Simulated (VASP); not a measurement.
VASP input:

POSCAR:
```
BaTiO3
1
    3.9484660314     0.0000000000    -0.0000000000
    0.0000000000     3.9484660314    -0.0000000000
    0.0000000000    -0.0000000000     3.9484660314
Ba Ti O
1 1 3
Direct
  0.5000000000   0.5000000000   0.5000000000
  0.0000000000   0.0000000000   0.0000000000
  0.5000000000   0.0000000000   0.0000000000
  0.0000000000   0.5000000000   0.0000000000
  0.0000000000   0.0000000000   0.5000000000
```

**INCAR**
```
SYSTEM=BaTiO3
PREC=Accurate; ENCUT=520; LREAL=.False.
LASPH=.True.
EDIFF=1E-6; NELM=100; ALGO=Normal
LMAXMIX=4
ISMEAR=0; SIGMA=0.05
IBRION=2; NSW=60; ISIF=3
EDIFFG=-0.02
LWAVE=.False.; LCHARG=.False.
```

### KPOINTS
```
Automatic mesh
0
Gamma
5 5 5
0 0 0
```

POTCAR, in this order: Ba_sv Ti_sv O (LDA.64 set). Program: vasp_std.

Task: Write an equivalent input for Ansatz.

Result: One equivalent input (not run):
Ansatz 0.2 input:
```yaml
crystal:
  lattice:
    - [3.9484660, 0.0000000, 0.0000000]
    - [0.0000000, 3.9484660, 0.0000000]
    - [0.0000000, 0.0000000, 3.9484660]
  atoms:
    - { symbol: Ba, position: [0.5000000, 0.5000000, 0.5000000] }
    - { symbol: Ti, position: [0.0000000, 0.0000000, 0.0000000] }
    - { symbol: O, position: [0.5000000, 0.0000000, 0.0000000] }
    - { symbol: O, position: [0.0000000, 0.5000000, 0.0000000] }
    - { symbol: O, position: [0.0000000, 0.0000000, 0.5000000] }
kpoints:
  mp_grid: { grid: [5, 5, 5] }
hamiltonian:
  xc: lda
  pseudopotentials: { kind: paw }
scf:
  occupations: { method: gaussian, width: 0.05 }
  max_iter: 100
relax:
  max_steps: 60
  f_tol: 0.02
  cell: {}
output: { forces: true, stress: true, eigenvalues: true }
```
The two are equivalent in intent, not identical: each code has its own PAW files, so the cut-off isn't converted (ENCUT is set for VASP's; basis.ecutwfc is left out, and Ansatz then takes the one that its files recommend); Ansatz stops its SCF on the density residual and VASP on the energy change (EDIFF); Ansatz's lda is the Perdew-Wang form, while the LDA potentials of VASP carry Perdew-Zunger's.

The structure comes from a computed database's BaTiO3 entry (Pm-3m); how it stands against other phases isn't given here. This run relaxes it. Symmetry was kept, so distortions that lower it aren't found. The start is the result of an earlier pass.
